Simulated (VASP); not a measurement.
WSe₂ (relaxed from the pyrite structure, space group Pa-3): computed properties

These are r2SCAN meta-GGA, VASP's PBE PAW potentials (set 64) (plane waves; VASP) values and carry that method's errors.

```
Property                                                              Result
----------------------------------  ----------------------------------------
space group                                                       Pa-3 (205)
cell                                 a = b = c = 6.204 Å, α = β = γ = 90.00°
volume per atom                                               19.90 Å^3/atom
band gap (over mesh and band path)  none (metal, semimetal or under 0.01 eV)
density                                                           9.51 g/cm³
```

```xyz
12
Lattice="6.2042 0.0000 0.0000 0.0000 6.2042 0.0000 0.0000 0.0000 6.2042" Properties=species:S:1:pos:R:3 pbc="T T T"
W      0.0000     0.0000     0.0000
W      3.1021     3.1021     0.0000
W      0.0000     3.1021     3.1021
W      3.1021     0.0000     3.1021
Se     2.2276     2.2276     2.2276
Se     5.3297     0.8745     3.9766
Se     3.9766     5.3297     0.8745
Se     0.8745     3.9766     5.3297
Se     3.9766     3.9766     3.9766
Se     0.8745     5.3297     2.2276
Se     2.2276     0.8745     5.3297
Se     5.3297     2.2276     0.8745
```

Unless said otherwise, spin-orbit coupling is left out, though it shifts the bands of the heavy elements here.

The structure was generated: WSe2 was put into the pyrite type (Pa-3), which need not be its known phase. It was relaxed first, which changed the volume by -7 %. Symmetry was kept, so distortions that lower it aren't found.
